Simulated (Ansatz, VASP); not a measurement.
## Two plane-wave programs on B3Pd

```xyz
4
Lattice="0.0000 2.6177 2.6177 2.6177 0.0000 2.6177 2.6177 2.6177 0.0000" Properties=species:S:1:pos:R:3 pbc="T T T"
B     0.0000    0.0000    0.0000
B     1.3088    1.3088    1.3088
B     3.9265    3.9265    3.9265
Pd    2.6177    2.6177    2.6177
```

Alike in both runs: functional PBE; k mesh 16 × 16 × 16; occupations gaussian, width 0.1 eV; no spin polarisation.

Ansatz relaxed the structure, and its values are those at the end. VASP's run is a single point on that final structure, the one shown.

|  | VASP | Ansatz |
| --- | --- | --- |
| version | VASP 6.6.1 | Ansatz 0.2.0 |
| potentials or method | VASP PAW PBE potentials, release 64 (B, Pd) | scalar-relativistic, plane waves, PAW |
| plane-wave cutoff (eV) | 520 | 420 |
| valence electrons in the cell | 19 | 27 |

```csv
,VASP,Ansatz,Ansatz less VASP
gap on the k mesh at the Fermi level (eV),none,none,-
pressure (GPa),0.0,0.0,+0.01
```

A gap of «none» marks a metal or a gap that the smearing closes. With one functional, cell and mesh, what is left measures potentials, basis and numerics. The two sets of potentials don't hold the same shells in valence.
